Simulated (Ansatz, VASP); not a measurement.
# Cross-check of SiC (Moissanite) between VASP and Ansatz

One calculation is typed for both programs; each brings its own data sets. How far apart do they land? Of the first pair: The structure shown is the start of the Ansatz relaxation below; VASP solves that cell, so the two are compared at the walk's first step.

Method: plane waves, with VASP 6.6.1 beside it; single point at LDA and zone-centre phonons at LDA, in Ansatz 0.2.0.

## Step 1: The starting structure

It takes space group P6_3mc (No. 186, hexagonal). Conventional cell: a = 3.047 Å, b = 3.047 Å, c = 4.996 Å, α = 90.00°, β = 90.00°, γ = 120.00°. Nearest to C lie 4 Si at 1.87 to 1.88 Å. Nearest to Si lie 4 C at 1.87 to 1.88 Å. Farther neighbours are not listed.

Coordinates:

```cif
data_structure
_symmetry_space_group_name_H-M 'P 1'
_symmetry_Int_Tables_number 1
_cell_length_a 3.0472
_cell_length_b 3.0472
_cell_length_c 4.9959
_cell_angle_alpha 90.000
_cell_angle_beta 90.000
_cell_angle_gamma 120.000
_cell_volume 40.17
loop_
_atom_site_label
_atom_site_type_symbol
_atom_site_fract_x
_atom_site_fract_y
_atom_site_fract_z
_atom_site_occupancy
C1 C 0.33333 0.66667 0.38039 1
C2 C 0.66667 0.33333 0.88039 1
Si3 Si 0.33333 0.66667 0.00461 1
Si4 Si 0.66667 0.33333 0.50461 1
```

## Step 2: Ansatz: relaxation, LDA

Ansatz runs on its PAW soft_1 files.

The two programs are compared at the cell with which this relaxation starts, whose forces are those of its first step.

The input, input.yaml:

```yaml
crystal:
  lattice:
    - [3.04720095, 0.0, 0.0]
    - [-1.523600475, 2.6389534331, 0.0]
    - [0.0, 0.0, 4.9959194703]
  atoms:
    - { symbol: C, position: [0.3333333333, 0.6666666667, 0.3803947596] }
    - { symbol: C, position: [0.6666666667, 0.3333333333, 0.8803947596] }
    - { symbol: Si, position: [0.3333333333, 0.6666666667, 0.0046052404] }
    - { symbol: Si, position: [0.6666666667, 0.3333333333, 0.5046052404] }
kpoints:
  mp_grid: { grid: [12, 12, 6] }
hamiltonian:
  xc: lda
  pseudopotentials: { kind: paw, azcp: { folder: soft_1 }, xc_functional: pbe }
scf:
  occupations: { method: fixed }
output:
  forces: true
  stress: true
  eigenvalues: true
relax:
  adjacent_minimum: "off"
  f_tol: 0.001
  max_steps: 60
  cell: { stress_tol: 0.01, fix: [volume] }
```

Run with:

```bash
> ansatz run input.yaml --threads 4 --pin off --max-ram 16384MiB --backend cpu --events-out ev --progress --plain --runs-dir out
```

Numbers of over 12 decimals in the logs are rounded to 6 here.

Output:

```text
Engine: ansatz 0.2.0, x86_64-unknown-linux-gnu
Pseudopotentials: kind: paw
Pseudopotential: C, paw, valence charge 4, recommended cutoff 420 eV (normal), soft_1/C.paw.azcp
Pseudopotential: Si, paw, valence charge 4, recommended cutoff 420 eV (normal), soft_1/Si.paw.azcp
Functional definition: SPW92
  exchange = slater_x
  correlation = pw_c
Crystal: 4 atoms, lattice volume = 40.174 Å³
Basis set: ecut = 420 eV, 785 PW (Γ)
Bands: 12, of which v1, the nominal top of the filled ones, is band 8 counted from 1 (7 counted from 0)
Symmetry: 12 space group operations
Space group: P63mc (ITA 186), of the structure as read, at distance tolerance 3.4e-5 Å
k-points: 76 of 864 (time reversal used)
Non-local potential: C, projectors of the file, l = 0: 2, l = 1: 2, l = 2: 1
Non-local potential: Si, projectors of the file, l = 0: 2, l = 1: 2, l = 2: 1
PAW form: soft (Blöchl's): semilocal exchange-correlation on the pseudo side does not see the compensation charge
PAW frozen core: C, regenerated for the run's functional, and the local potential with it (the file was generated under x = pbe(κ = 0.804, μ = 0.219515), c = pbe(β = 0.066725))
PAW frozen core: Si, regenerated for the run's functional, and the local potential with it (the file was generated under x = pbe(κ = 0.804, μ = 0.219515), c = pbe(β = 0.066725))
PAW one-centre angular grid: C, 110 points (default); XC on 64 Gauss nodes
PAW one-centre angular grid: Si, 110 points (default); XC on 64 Gauss nodes
Initial density: superposition of atomic densities (chi_scale 0.1, normalization cell, long waves kept (reshape's long-wave potential 0.00 eV rms))
Initial wavefunctions: pseudopotential atomic-orbital guess
Functional: x = slater, c = lda
SCF iter   1: F=—  HF=-1707.666862 eV  |F-HF|=—  |Δ(HF+E_count)|=         —  Δρ=1.44e-1  dr2=9.94e0  ethr=3.10e-3  ⟨swp⟩=4.3  Hψ=5346  notcnv=0  defer=137
preconditioner: auto → none  [insulator: Δε(μ)=4.417 eV  Ē_g=12.974 eV  n_scr=2 (ndim 8)  ℏωp=23.4 eV  f_vac=0.000  ε∞_Penn≈4.3]
SCF iter   2: F=—  HF=-1704.601696 eV  |F-HF|=—  |Δ(HF+E_count)|=    3.07e0  Δρ=4.99e-2  dr2=6.33e-1  ethr=3.10e-3  ⟨swp⟩=3.9  Hψ=2827  notcnv=0  defer=135
SCF iter   3: F=—  HF=-1704.415104 eV  |F-HF|=—  |Δ(HF+E_count)|=   1.87e-1  Δρ=1.88e-2  dr2=7.36e-2  ethr=3.10e-3  ⟨swp⟩=2.5  Hψ=1954  notcnv=0  defer=142
SCF iter   4: F=—  HF=-1704.398240 eV  |F-HF|=—  |Δ(HF+E_count)|=   1.69e-2  Δρ=1.50e-3  dr2=4.86e-4  ethr=4.60e-4  ⟨swp⟩=2.2  Hψ=1115  notcnv=0  defer=149
SCF iter   5: F=—  HF=-1704.398357 eV  |F-HF|=—  |Δ(HF+E_count)|=   1.17e-4  Δρ=1.68e-4  dr2=3.50e-6  ethr=3.04e-6  ⟨swp⟩=2.4  Hψ=1547  notcnv=0  defer=149
SCF iter   6: F=—  HF=-1704.398361 eV  |F-HF|=—  |Δ(HF+E_count)|=   3.92e-6  Δρ=3.16e-5  dr2=2.26e-7  ethr=6.25e-10  ⟨swp⟩=8.5  Hψ=6534  notcnv=0
SCF iter   7: F=-1704.398361 eV  HF=-1704.398361 eV  |F-HF|=1.94e-9  |Δ(HF+E_count)|=   5.94e-8  Δρ=5.30e-6  dr2=5.45e-9  ethr=6.25e-10  ⟨swp⟩=4.7  Hψ=3195  notcnv=0
SCF 1 converged in 7 iterations: F = -1704.398361 eV  dr2 = 5.45e-9
  greatest PAW one-centre occupation: 0.643 electrons in one spin orbital (limit 2), on the C atom at site 1 (counted from 0), in its partial waves of l = 0
relax step   1: F+E_penalty+E_count = -1704.39836123 eV  Δ(F+E_penalty+E_count) = +0.000e0 eV  max|allowed force component| = 1.067e-2 eV/Å  Δτ_max = 0.0000 Å  P = +2.363 GPa  Ω = 40.174 Å³  fix = [volume]  reactions: volume +2.363 GPa  (7 SCF iters, dr2 threshold 1.00e-7 eV, accepted)
[...]
relax step   2: F+E_penalty+E_count = -1704.39839451 eV  Δ(F+E_penalty+E_count) = -3.327e-5 eV  max|allowed force component| = 1.289e-2 eV/Å  Δτ_max = 0.0004 Å  P = +2.367 GPa  Ω = 40.174 Å³  energy of the carried Pulay correction = +9.724e-16 eV  fix = [volume]  reactions: volume +2.367 GPa  (3 SCF iters, dr2 threshold 3.36e-7 eV, accepted)
[...]
relax step   3: F+E_penalty+E_count = -1704.39840015 eV  Δ(F+E_penalty+E_count) = -5.641e-6 eV  max|allowed force component| = 8.158e-3 eV/Å  Δτ_max = 0.0002 Å  P = +2.366 GPa  Ω = 40.174 Å³  energy of the carried Pulay correction = +6.142e-16 eV  fix = [volume]  reactions: volume +2.366 GPa  (3 SCF iters, dr2 threshold 1.04e-8 eV, accepted)
[...]
relax step   4: F+E_penalty+E_count = -1704.39840366 eV  Δ(F+E_penalty+E_count) = -3.512e-6 eV  max|allowed force component| = 4.957e-4 eV/Å  Δτ_max = 0.0002 Å  P = +2.367 GPa  Ω = 40.174 Å³  energy of the carried Pulay correction = +5.971e-16 eV  fix = [volume]  reactions: volume +2.367 GPa  (3 SCF iters, dr2 threshold 5.16e-9 eV, accepted)
[...]
relax step   5: F+E_penalty+E_count = -1704.39840370 eV  Δ(F+E_penalty+E_count) = -3.702e-8 eV  max|allowed force component| = 2.592e-6 eV/Å  Δτ_max = 0.0000 Å  P = +2.367 GPa  Ω = 40.174 Å³  energy of the carried Pulay correction = +6.653e-16 eV  fix = [volume]  reactions: volume +2.367 GPa  (3 SCF iters, dr2 threshold 2.76e-10 eV, accepted)
[...]
relax step   6: F+E_penalty+E_count = -1704.39840452 eV  Δ(F+E_penalty+E_count) = -8.220e-7 eV  max|allowed force component| = 1.695e-5 eV/Å  Δτ_max = 0.0000 Å  P = +2.367 GPa  Ω = 40.174 Å³  fix = [volume]  reactions: volume +2.367 GPa  stress off target by 9.76e-4 GPa on what of the cell is left free  SCF on the basis re-selected at this cell (its energy is not comparable with the rows above)  (4 SCF iters)
basis re-selected at this cell: Δ(F+E_penalty+E_count) = -8.220e-7 eV, ΔP = +0.000 GPa vs the last step (what re-selecting the basis moved, of the pressure what is left beyond the Pulay correction that the steps carried, after the strain that the cell walked since its last selection, with what the two solves' SCF thresholds leave and, on support functions, any second-order correction that the steps lacked; it is no m [...]
SCF converged after 4 iterations
Free energy (F): -1704.398405 eV
Harris-Foulkes:  -1704.398405 eV  (|F-HF|=9.09e-13)
Internal energy: -1704.398405 eV  (E = F + TS)
E sigma→0 (E₀):  -1704.398405 eV
Fermi energy:    9.770107 eV
--- Per-component energies (eV) ---
  E_band       = 58.911554
  E_kinetic    = 269.855018
  E_local      = -192.259891  (includes V_loc(G=0)·N_el)
  E_nonlocal   = 94.979922
  E_hartree    = 63.397435
  E_xc         = -210.872511
  E_vxc        = -218.826050  (∫ρ·V_xc dr)
  E_paw        = -1155.397755  (= ΣΔE_a)
  E_vpaw       = -21.632408  (= ΣTr[D̂ρ^β])
  E_aug_tail   = 0.000094  (compensation charges beyond the density's cutoff)
  E_ewald      = -574.395042
  E_core_change = 0.294327  (= ΣΔE_core)
  E_smearing   = -0.000000  (= −TS)
  E_closure    = -0.000000  (closes the sum)
  Σ components = -1704.398405   (vs F -1704.398405, Δ=0.00e0)
--- Forces (eV/Å), atoms counted from 1 ---
  atom   1  C      0.00000000    -0.00000000     0.00001703
  atom   2  C     -0.00000000     0.00000000     0.00001703
  atom   3  Si    -0.00000000    -0.00000000    -0.00001688
  atom   4  Si     0.00000000     0.00000000    -0.00001688
  max |Σ_I F_I| component: 3.10e-7 eV/Å
--- Stress (GPa, compression-positive) ---
        2.367352      -0.000000      -0.000000
       -0.000000       2.367352       0.000000
       -0.000000       0.000000       2.365888
  P = ⅓ Tr σ = 2.3669 GPa (23.669 kbar)
--- Band table (eV; the first three rows and the last of 76) ---
  k-point 0: bands = [... 4 lower, 8.4384, 9.6557, 9.7701, 9.7701, 14.7710, 16.2734, 16.5031, 16.5031]
  k-point 1: bands = [... 4 lower, 8.5154, 8.9255, 9.6667, 9.6667, 14.8949, 16.5449, 16.5449, 16.7810]
  k-point 2: bands = [... 4 lower, 8.7334, 8.7334, 9.3955, 9.3955, 15.2604, 16.5839, 16.7432, 16.7432]
  k-point 75: bands = [... 4 lower, 3.9514, 3.9514, 8.0124, 8.0124, 14.9326, 14.9326, 15.7321, 15.7321]
--- Relaxed structure (5 steps of the walk, 5 accepted, 1 SCFs on fresh bases) ---
  F+E_penalty+E_count = -1704.39840452 eV   max|allowed force component| = 1.695e-5 eV/Å   (the final SCF, on the basis selected at the relaxed cell)
  cell:  # Å, volume = 40.1743 Å³
    - [3.046270, 0.0, 0]
    - [-1.523135, 2.638147, 0]
    - [0, 0, 4.998973]
  atoms:
    - { symbol: C, position: [0.333333, 0.666667, 0.380398] }
    - { symbol: C, position: [0.666667, 0.333333, 0.880398] }
    - { symbol: Si, position: [0.333333, 0.666667, 0.00460196] }
    - { symbol: Si, position: [0.666667, 0.333333, 0.504602] }
```

Reading the cycles: dr2 is the Hartree energy of the density residual (eV), the measure of convergence; HF is the Harris–Foulkes estimate of the energy, which meets the free energy F at convergence.

## Step 3: VASP: single point, LDA, start cell

The same cell, functional (in two slightly different forms) and mesh now go to VASP, with its own data sets.

Lines of VASP's logs that name or quote its potential files are left out, and so is its time.

The input, INCAR:

```
SYSTEM = SiC
PREC = Accurate
ENCUT = 520
EDIFF = 1E-06
NELM = 120
ISMEAR = 0
SIGMA = 0.01
LREAL = .FALSE.
ALGO = Normal
GGA = CA
NBANDS = 14
LORBIT = 11
LWAVE = .FALSE.
LCHARG = .FALSE.
ISIF = 2
LASPH = .TRUE.
GGA_COMPAT = .FALSE.
EFERMI = MIDGAP
KPAR = 2
```

The input, POSCAR:

```
SiC
1.0
    3.0472010000      0.0000000000      0.0000000000
   -1.5236000000      2.6389530000      0.0000000000
    0.0000000000      0.0000000000      4.9959190000
C Si
2 2
Direct
    0.3333332239      0.6666666667      0.3803948783
    0.6666664479      0.3333333333      0.8803947782
    0.3333332239      0.6666666667      0.0046051587
    0.6666664479      0.3333333333      0.5046052588
```

The input, KPOINTS:

```
Automatic mesh
0
Gamma
12 12 6
0 0 0
```

PAW data sets: C and Si (LDA family, release 64).

Run with:

```bash
> mpirun -np 2 vasp_std
```

Output:

```text
[banner, memory and clock lines left out]
running    2 mpi-ranks, on    1 nodes
 distrk:  each k-point on    1 cores,    2 groups
 distr:  one band on    1 cores,    1 groups

 POSCAR found type information on POSCAR C Si
 POSCAR found :  2 types and       4 ions
 LDA part: xc-table for (Slater(with rela. corr.)+CA(PZ))
 , standard interpolation
 POSCAR, INCAR and KPOINTS ok, starting setup
 FFT: planning ... GRIDC
 FFT: planning ... GRID_SOFT
 FFT: planning ... GRID
 WAVECAR not read
 entering main loop
       N       E                     dE             d eps       ncg     rms          rms(c)
DAV:   1     0.279415511376E+02    0.27942E+02   -0.73900E+03  2128   0.103E+03
DAV:   2    -0.346053771192E+02   -0.62547E+02   -0.57705E+02  2920   0.177E+02
DAV:   3    -0.375133521758E+02   -0.29080E+01   -0.28940E+01  2920   0.365E+01
DAV:   4    -0.375417970651E+02   -0.28445E-01   -0.28440E-01  2428   0.437E+00
DAV:   5    -0.375421610794E+02   -0.36401E-03   -0.36398E-03  2896   0.464E-01    0.133E+01
DAV:   6    -0.334477125284E+02    0.40944E+01   -0.95497E+00  2746   0.190E+01    0.619E+00
DAV:   7    -0.333159333784E+02    0.13178E+00   -0.12018E+00  2944   0.682E+00    0.249E+00
DAV:   8    -0.332770917366E+02    0.38842E-01   -0.67520E-02  2500   0.167E+00    0.730E-01
DAV:   9    -0.332716571013E+02    0.54346E-02   -0.90459E-03  2602   0.668E-01    0.118E-01
DAV:  10    -0.332717049350E+02   -0.47834E-04   -0.50216E-04  2626   0.159E-01    0.623E-02
DAV:  11    -0.332717085468E+02   -0.36118E-05   -0.14771E-05  2752   0.324E-02    0.193E-02
DAV:  12    -0.332717073919E+02    0.11549E-05   -0.28765E-06  2590   0.106E-02    0.635E-03
DAV:  13    -0.332717070458E+02    0.34608E-06   -0.11729E-06  1496   0.668E-03
   1 F= -.33271707E+02 E0= -.33271707E+02  d E =0.000000E+00
```

Parts of OUTCAR (step 3):

```text
ion  position               nearest neighbor table
   1  0.333  0.667  0.380-   4 1.87   4 1.87   4 1.87   3 1.88
   2  0.667  0.333  0.880-   3 1.87   3 1.87   3 1.87   4 1.88
   3  0.333  0.667  0.005-   2 1.87   2 1.87   2 1.87   1 1.88   4 3.06   4 3.06   4 3.06   4 3.06
                             4 3.06   4 3.06
   4  0.667  0.333  0.505-   1 1.87   1 1.87   1 1.87   2 1.88   3 3.06   3 3.06   3 3.06   3 3.06
                             3 3.06   3 3.06

  LATTYP: Found a hexagonal cell.
 ALAT       =     3.0472010000
 C/A-ratio  =     1.6395108166

 Subroutine GETGRP returns: Found 12 space group operations
 (whereof  6 operations were pure point group operations)

The static configuration has the point symmetry C_3v.
 The point group associated with its full space group is C_6v.

 Found     76 irreducible k-points:

   k-points           NKPTS =     76   k-points in BZ     NKDIM =     76   number of bands    NBANDS=     14

   dimension x,y,z NGX =    24 NGY =   24 NGZ =   40
   dimension x,y,z NGXF=    48 NGYF=   48 NGZF=   80

   ENCUT  =  520.0 eV  38.22 Ry    6.18 a.u.   5.67  5.67  9.29*2*pi/ulx,y,z

   NELECT =      16.0000    total number of electrons

 k-points in reciprocal lattice and weights: Automatic mesh
   0.00000000  0.00000000  0.00000000       0.001
   0.08333333 -0.00000000  0.00000000       0.007
   0.16666667 -0.00000000  0.00000000       0.007
   0.25000000 -0.00000000  0.00000000       0.007
   0.33333333 -0.00000000  0.00000000       0.007
   0.41666667 -0.00000000  0.00000000       0.007
   0.50000000 -0.00000000  0.00000000       0.003
   0.08333333  0.08333333  0.00000000       0.007
   0.16666667  0.08333333  0.00000000       0.014
[...]
0.33333333  0.25000000  0.50000000       0.014
   0.33333333  0.33333333  0.50000000       0.002

 average (electrostatic) potential at core
       1 -48.5867       2 -48.5867       3 -81.5214       4 -81.5214

 E-fermi :   9.6010

 k-point     1 :       0.0000    0.0000    0.0000
  band No.  band energies     occupation
    ...
      4       7.2155      2.00000
      5       7.2155      2.00000
      6       8.4398      2.00000
      7       8.5503      2.00000
      8       8.5503      2.00000
      9      13.5457      0.00000
     10      15.0943      0.00000
     11      15.2701      0.00000
     12      15.2701      0.00000
     13      16.4584      0.00000
    ...

 k-point     2 :       0.0833   -0.0000    0.0000
  band No.  band energies     occupation
    ...
      4       6.5259      2.00000
      5       6.9973      2.00000
      6       8.1000      2.00000
      7       8.3622      2.00000
      8       8.4861      2.00000
      9      13.9246      0.00000
     10      14.8791      0.00000
     11      15.4657      0.00000
     12      15.5271      0.00000
     13      16.6445      0.00000
    ...

 k-point     3 :       0.1667   -0.0000    0.0000
  band No.  band energies     occupation
    ...
      4       5.0130      2.00000
      5       6.5065      2.00000
      6       7.0009      2.00000
      7       8.0742      2.00000
      8       8.2667      2.00000
      9      13.4638      0.00000
     10      15.4712      0.00000
     11      15.7692      0.00000
     12      16.0453      0.00000
     13      16.0745      0.00000
    ...

  Total        0.6458671      0.6458669      0.7890444      0.0000001      0.0000000      0.0000000
  in kB       25.7576127     25.7576034     31.4676193      0.0000049      0.0000000      0.0000000
  external PRESSURE =      27.6609452 kB  Pullay stress =       0.0000000 kB

  energy-cutoff  :      520.00
  volume of cell :       40.17
      direct lattice vectors                 reciprocal lattice vectors
     3.047201000  0.000000000  0.000000000     0.328170016  0.189469019  0.000000000
    -1.523600000  2.638953000  0.000000000     0.000000000  0.378938162  0.000000000
     0.000000000  0.000000000  4.995919000     0.000000000  0.000000000  0.200163373

 POSITION                                       TOTAL-FORCE (eV/Angst)
 -----------------------------------------------------------------------------------
     -0.00000      1.75930      1.90042        -0.000000      0.000000      0.010484
      1.52360      0.87965      4.39838         0.000000      0.000000      0.010484
     -0.00000      1.75930      0.02301        -0.000000      0.000000     -0.010484
      1.52360      0.87965      2.52097        -0.000000      0.000000     -0.010484
 -----------------------------------------------------------------------------------
    total drift:                                0.000256      0.000020     -0.000231

  FREE ENERGIE OF THE ION-ELECTRON SYSTEM (eV)
  ---------------------------------------------------
  free  energy   TOTEN  =       -33.2717070458 eV

  energy  without entropy=      -33.2717070458  energy(sigma->0) =      -33.27170705

 total charge
# of ion       s       p       d       tot
------------------------------------------
    1        0.832   1.740   0.000   2.572
    2        0.832   1.740   0.000   2.572
    3        0.717   1.000   0.000   1.717
    4        0.717   1.000   0.000   1.717
--------------------------------------------------
tot          3.098   5.481   0.000   8.579

[... 3 further parts left out ...]
```

The run ends at a pressure of 2.77 GPa, with forces up to 0.010 eV/Å.

## Step 4: Differences

Known differences besides the potentials themselves: the two LDA forms differ slightly; fixed occupations in Ansatz, narrow Gaussian smearing in VASP; the cutoff is 420 eV in Ansatz and 520 eV in VASP; VASP's log shows a relativistic correction to its local exchange, Ansatz's none. Total energies have different zeros and are not compared.

The forces differ by 0.11 meV/Å r.m.s.; no other quantity is compared for this pair.

(Part 1 of 2 ends here.)

[Lines on the potential files, build, host, timing and source positions are cut from VASP's logs without a mark.]

[Logs are printed without paths, hosts, clocks, repeated set-up lines and the standing remarks that a program may print on its own settings, such as how far it seeks lower states.]

[Hosts, paths, dates, database ids (printed as entryN), source tags and the programs' standing remarks are cut or masked in the printed files.]
